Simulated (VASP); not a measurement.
```
CELL_PARAMETERS angstrom
      4.01859     0.00000     0.00000
     -2.00930     3.48020     0.00000
      0.00000     0.00000     4.90511
ATOMIC_POSITIONS crystal
  Y  0.33333 0.66667 0.75000
  Y  0.66667 0.33333 0.25000
  N  0.33333 0.66667 0.25000
  N  0.66667 0.33333 0.75000
```

Calculation: r2SCAN meta-GGA, VASP's PBE PAW potentials (set 64) (plane waves; VASP). Numerical set-up: 520 eV cut-off, 7×7×5 Γ-centred mesh, tetrahedra with Blöchl corrections, potentials Y_sv N.

Give the energies of bands 11 to 19 at the high-symmetry points, in eV from the valence-band maximum.

| band | Γ | M | K | A | L | H |
|---|---|---|---|---|---|---|
| 11 | -2.25 | -2.58 | -1.77 | -2.48 | -3.20 | -3.08 |
| 12 | -2.25 | -1.64 | -1.77 | -2.48 | -3.20 | -3.08 |
| 13 | -2.02 | -1.23 | -1.52 | -2.37 | -1.91 | -1.67 |
| 14 | -2.02 | -1.22 | -1.18 | -2.37 | -1.91 | -1.67 |
| 15 | -1.30 | -1.05 | -1.18 | -2.37 | -1.16 | -1.37 |
| 16 | 0.00 | -0.63 | -0.27 | -2.37 | -1.16 | -1.37 |
| 17 | 2.32 | 2.46 | 1.12 | 3.86 | 3.72 | 2.73 |
| 18 | 3.54 | 3.05 | 1.97 | 3.86 | 3.72 | 2.73 |
| 19 | 3.54 | 3.29 | 5.05 | 6.08 | 5.32 | 5.44 |

The gap is indirect, 1.12 eV, from the valence maximum at Γ to the conduction minimum at K.

The structure comes from a computed database's YN entry (P6_3/mmc); how it stands against other phases isn't given here. It was relaxed first.
